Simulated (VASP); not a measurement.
Given:

```xyz
8
Lattice="-2.6443 2.6443 5.2215 2.6443 -2.6443 5.2215 2.6443 2.6443 -5.2215" Properties=species:S:1:pos:R:3 pbc="T T T"
Zn     0.0000     0.0000     0.0000
Zn     0.0000     2.6443     2.6107
Ge     0.0000     0.0000     5.2215
Ge     2.6443     0.0000     2.6107
P      1.3234     1.3222     6.5268
P      3.9665     1.3209    -1.3054
P      1.3209     1.3222     1.3054
P     -1.3222     1.3234     3.9161
```

Level of theory: LDA (Ceperley-Alder, Perdew-Zunger), VASP's LDA PAW potentials (set 64) (plane waves; VASP). Settings: 500 eV cut-off, 6×6×6 Γ-centred mesh, Gaussian smearing of 0.050 eV, potentials Zn Ge_d P.

What does the run give for the energy per atom (σ→0), pressure, band gap (on the k-mesh) with the smallest direct gap where there is one?

The band gap (on the k-mesh) comes out as 1.01 eV. The smallest direct gap (on the k-mesh) is 1.06 eV. The energy per atom (σ→0) comes out as -4.980 eV/atom and the pressure is 5.10 GPa.

The absolute energy has meaning only against runs of the same code, potentials and settings.

The compound is ZnGeP2 in the chalcopyrite structure. It was relaxed first under an external pressure of 5 GPa.
